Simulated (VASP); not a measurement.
These are PBE GGA with D3 dispersion (Becke-Johnson damping), VASP's PBE PAW potentials (set 64) (plane waves; VASP) values and carry that method's errors.

VASP input:

### KPOINTS
```
kpoints
0
gamma
5 5 5
```

**INCAR**
```
# general
SYSTEM   =  Bi2Te3
PREC     =  Accurate
ENCUT    =  520   # plane-wave cut-off (eV)
LREAL    =  F   # projection in real space or not
LASPH    =  T   # aspherical one-centre terms

# electronic loop
EDIFF    =  1E-6   # SCF stop (eV)
NELM     =  100   # most electronic steps
ALGO     =  Normal   # blocked Davidson
LMAXMIX  =  4   # l cut-off of mixed one-centre charges

# smearing
ISMEAR   =  0
SIGMA    =  0.05

# functional
GGA      =  PE
IVDW     =  12

# ions
IBRION   =  2   # conjugate gradients
NSW      =  60
ISIF     =  3
EDIFFG   =  -0.02   # ionic stop

# output
LWAVE    =  F
LCHARG   =  F
```

### POSCAR
```
Bi2Te3
1.0
 10.2224727489  -2.1909483256  -0.0029415172
 10.2224727489   2.1909483256  -0.0029415172
  9.7539769673   0.0000000000   3.7628624664
Bi Te
2 3
Cart
 12.0754120893   0.0000000000   1.5022746227
 18.1235103758   0.0000000000   2.2547048093
  0.0000000000   0.0000000000   0.0000000000
  6.3391897469  -0.0000000000   0.7886442148
 23.8597327182   0.0000000000   2.9683352172
```

POTCAR, in this order: Bi_d Te (PBE.64 set). Program: vasp_std.

Unless said otherwise, spin-orbit coupling is left out, though it shifts the bands of the heavy elements here.

Question: Predict the energy per atom (σ→0), dispersion energy, volume per atom, band gap (on the k-mesh).

Answer: 
| Item | Value |
|---|---|
| energy per atom (σ→0) | -4.115 eV/atom |
| dispersion energy | -2.253 eV |
| band gap (on the k-mesh) | 0.28 eV |
| volume per atom | 33.65 Å^3/atom |

File OSZICAR:
```
...
DAV:   7    -0.183214002763E+02    0.42177E-06   -0.55760E-07   628   0.108E-02
   4 F= -.20575421E+02 E0= -.20575421E+02  d E =-.120037E-03
       N       E                     dE             d eps       ncg     rms          rms(c)
DAV:   1    -0.183223626580E+02   -0.96196E-03   -0.18873E-03  1332   0.492E-01    0.416E-02
DAV:   2    -0.183223173310E+02    0.45327E-04   -0.10028E-04  1312   0.124E-01    0.177E-02
DAV:   3    -0.183223053523E+02    0.11979E-04   -0.40544E-05  1320   0.718E-02    0.446E-03
DAV:   4    -0.183223045973E+02    0.75501E-06   -0.13132E-06   612   0.921E-03
   5 F= -.20575424E+02 E0= -.20575424E+02  d E =-.123385E-03
```

The compound is Bi2Te3 in the tetradymite structure. This run relaxes it. Symmetry was kept, so distortions that lower it aren't found. The start is the result of an earlier pass.
